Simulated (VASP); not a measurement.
All values below come from PBEsol GGA, VASP's PBE PAW potentials (set 64) (plane waves; VASP 6.6.1).

A VASP calculation is set up with these files.

**INCAR**
```
! general
SYSTEM =TiP
PREC   =Accurate
ENCUT  =400
LREAL  =.False.
LASPH  =.True.

! electronic loop
EDIFF  =1E-7
NELM   =100
ALGO   =Normal
LMAXMIX=4

! smearing
ISMEAR =-5

! functional
GGA    =PS

! ions
ISIF   =2

! output
LWAVE  =.False.
LCHARG =.True.
LORBIT =11
NEDOS  =601
```

File POSCAR:
```
TiP
1
    3.0372437655     0.0000000000     0.0000000000
    0.0000000000     3.0372437655    -0.0000000000
    0.0000000000     0.0000000000     3.0372437655
Ti P
1 1
Direct
  0.0000000000   0.0000000000   0.0000000000
  0.5000000000   0.5000000000   0.5000000000
```

File KPOINTS:
```
K-points
0
Gamma
 13 13 13
0 0 0
```

POTCAR, in this order: Ti_sv P (PBE.64 set). Program: vasp_std.

Output

### OSZICAR
```
       N       E                     dE             d eps       ncg     rms          rms(c)
DAV:   1     0.103050725271E+03    0.10305E+03   -0.73417E+03  2024   0.127E+03
DAV:   2    -0.102050637115E+02   -0.11326E+03   -0.10997E+03  2064   0.340E+02
DAV:   3    -0.177860801535E+02   -0.75810E+01   -0.71262E+01  2976   0.832E+01
DAV:   4    -0.180700959786E+02   -0.28402E+00   -0.28184E+00  2572   0.145E+01
DAV:   5    -0.180809396536E+02   -0.10844E-01   -0.10804E-01  3008   0.253E+00    0.126E+01
DAV:   6    -0.161368696939E+02    0.19441E+01   -0.19644E+01  2760   0.475E+01    0.547E+00
DAV:   7    -0.157723675102E+02    0.36450E+00   -0.30164E+00  2656   0.189E+01    0.340E+00
DAV:   8    -0.157823677277E+02   -0.10000E-01   -0.53770E-01  2552   0.811E+00    0.190E+00
DAV:   9    -0.157481210443E+02    0.34247E-01   -0.13880E-01  2560   0.452E+00    0.396E-01
DAV:  10    -0.157488456879E+02   -0.72464E-03   -0.81948E-03  2576   0.110E+00    0.266E-01
DAV:  11    -0.157485577860E+02    0.28790E-03   -0.11682E-03  2280   0.412E-01    0.581E-02
DAV:  12    -0.157485655545E+02   -0.77685E-05   -0.36757E-05  3052   0.633E-02    0.234E-02
DAV:  13    -0.157485544589E+02    0.11096E-04   -0.65707E-05  2784   0.807E-02    0.444E-03
DAV:  14    -0.157485541807E+02    0.27825E-06   -0.15784E-06  2560   0.138E-02    0.202E-03
DAV:  15    -0.157485540665E+02    0.11423E-06   -0.17729E-07  2032   0.447E-03    0.510E-04
DAV:  16    -0.157485540138E+02    0.52627E-07   -0.10684E-08  1204   0.111E-03
   1 F= -.15748554E+02 E0= -.15748554E+02  d E =0.000000E+00
```

OUTCAR:
```
------------------------ aborting loop because EDIFF is reached ----------------------------------------
  FORCE on cell =-STRESS in cart. coord.  units (eV):
  Direction    XX          YY          ZZ          XY          YZ          ZX
  --------------------------------------------------------------------------------------
  Total       -0.0081286     -0.0081286     -0.0081286      0.0000000     -0.0000000      0.0000000
  in kB       -0.4648225     -0.4648225     -0.4648225      0.0000000     -0.0000000      0.0000000
  external PRESSURE =      -0.4648225 kB  Pullay stress =       0.0000000 kB
  volume of cell :       28.02
      direct lattice vectors                 reciprocal lattice vectors
     3.037243765  0.000000000  0.000000000     0.329245881  0.000000000  0.000000000
     0.000000000  3.037243765  0.000000000     0.000000000  0.329245881  0.000000000
     0.000000000  0.000000000  3.037243765     0.000000000  0.000000000  0.329245881
 POSITION                                       TOTAL-FORCE (eV/Angst)
 -----------------------------------------------------------------------------------
      0.00000      0.00000      0.00000         0.000000      0.000000      0.000000
      1.51862      1.51862      1.51862         0.000000      0.000000      0.000000
 -----------------------------------------------------------------------------------
    total drift:                                0.000000      0.000000      0.000000
  FREE ENERGIE OF THE ION-ELECTRON SYSTEM (eV)
  ---------------------------------------------------
  free  energy   TOTEN  =       -15.7485540138 eV

  energy  without entropy=      -15.7485540138  energy(sigma->0) =      -15.74855401

 total charge

# of ion       s       p       d       tot
------------------------------------------
    1        2.177   6.128   2.024  10.329
    2        1.047   1.470   0.000   2.517
--------------------------------------------------
tot          3.224   7.598   2.024  12.846
```
(Selected blocks of OUTCAR.)

For a metal the tetrahedron method with Blöchl corrections gives inexact stress and forces.

The structure was generated: TiP was put into the CsCl type type (Pm-3m), which need not be its known phase. It was relaxed first, which changed the volume by -33 %. The electron count is odd and the run is not spin-polarised, which forces a metal.
